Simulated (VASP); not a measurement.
Output of a VASP run:

OSZICAR:
```
       N       E                     dE             d eps       ncg     rms          rms(c)
DAV:   1     0.380243369575E+02    0.38024E+02   -0.49121E+03   522   0.970E+02
DAV:   2     0.110585430886E+00   -0.37914E+02   -0.37493E+02   559   0.167E+02
DAV:   3    -0.157580983418E+01   -0.16864E+01   -0.16815E+01   838   0.286E+01
DAV:   4    -0.164100164427E+01   -0.65192E-01   -0.65117E-01   752   0.470E+00
DAV:   5    -0.164162699754E+01   -0.62535E-03   -0.62527E-03   825   0.438E-01    0.109E+01
DAV:   6    -0.164253104912E+01   -0.90405E-03   -0.65287E-03   667   0.112E+00    0.617E+00
DAV:   7    -0.164307626026E+01   -0.54521E-03   -0.11176E-02   594   0.146E+00    0.289E-01
DAV:   8    -0.164307109364E+01    0.51666E-05   -0.18418E-03   797   0.269E-01    0.125E-01
DAV:   9    -0.164308621755E+01   -0.15124E-04   -0.21992E-05   685   0.545E-02    0.370E-02
DAV:  10    -0.164310139957E+01   -0.15182E-04   -0.12517E-05   675   0.372E-02    0.443E-02
DAV:  11    -0.164310060253E+01    0.79704E-06   -0.71543E-07   732   0.865E-03    0.138E-02
DAV:  12    -0.164309988360E+01    0.71893E-06   -0.27650E-07   659   0.452E-03    0.549E-03
DAV:  13    -0.164309993332E+01   -0.49720E-07   -0.98275E-09   357   0.100E-03
   1 F= -.17841484E+01 E0= -.17835769E+01  d E =-.114304E-02
```

File OUTCAR:
```
------------------------ aborting loop because EDIFF is reached ----------------------------------------
  Edisp (eV):   -0.14105
  FORCE on cell =-STRESS in cart. coord.  units (eV):
  Direction    XX          YY          ZZ          XY          YZ          ZX
  --------------------------------------------------------------------------------------
  Total      -0.17112    -0.17112    -0.17112     0.00000     0.00000    -0.00000
  in kB      -4.97910    -4.97910    -4.97910     0.00000     0.00000    -0.00000
  external pressure =       -4.98 kB  Pullay stress =        0.00 kB
  volume of cell :       55.06
      direct lattice vectors                 reciprocal lattice vectors
     0.000000000  3.019566083  3.019566083    -0.165586706  0.165586706  0.165586706
     3.019566083  0.000000000  3.019566083     0.165586706 -0.165586706  0.165586706
     3.019566083  3.019566083  0.000000000     0.165586706  0.165586706 -0.165586706
 POSITION                                       TOTAL-FORCE (eV/Angst)
 -----------------------------------------------------------------------------------
      0.00000      0.00000      0.00000         0.000000      0.000000     -0.000000
 -----------------------------------------------------------------------------------
    total drift:                                0.000000      0.000000     -0.000000
  FREE ENERGIE OF THE ION-ELECTRON SYSTEM (eV)
  ---------------------------------------------------
  free  energy   TOTEN  =        -1.7841484306 eV

  energy  without entropy=       -1.7830053865  energy(sigma->0) =       -1.78357691
```
(Selected blocks of OUTCAR.)

**POSCAR**
```
Sr
1
    0.0000000000     3.0195660830     3.0195660830
    3.0195660830     0.0000000000     3.0195660830
    3.0195660830     3.0195660830     0.0000000000
Sr
1
Direct
  0.0000000000   1.0000000000   0.0000000000
```

### Question
Write an INCAR and KPOINTS that could have produced this output.

### Answer
Several could match; the one computed here: the input of the run itself, PBE GGA with D4 dispersion, plane waves, VASP's PBE PAW potentials (set 64).

**KPOINTS**
```
K-points
0
Gamma
8 8 8
```

### INCAR
```
! general
SYSTEM   =  Sr
PREC     =  Accurate
ENCUT    =  520
LREAL    =  .FALSE.
LASPH    =  .TRUE.

! electronic loop
EDIFF    =  1E-7
NELM     =  100
ALGO     =  Normal
LMAXMIX  =  4

! smearing
ISMEAR   =  0
SIGMA    =  0.05

! functional
GGA      =  PE
IVDW     =  13

! ions
ISIF     =  2

! output
LWAVE    =  .FALSE.
LCHARG   =  .FALSE.
```

POTCAR, in this order: Sr_sv (PBE.64 set). Program: vasp_std.

The compound is Sr in the fcc structure. This cell is one point of a volume scan, at 1.03 of the reference volume.
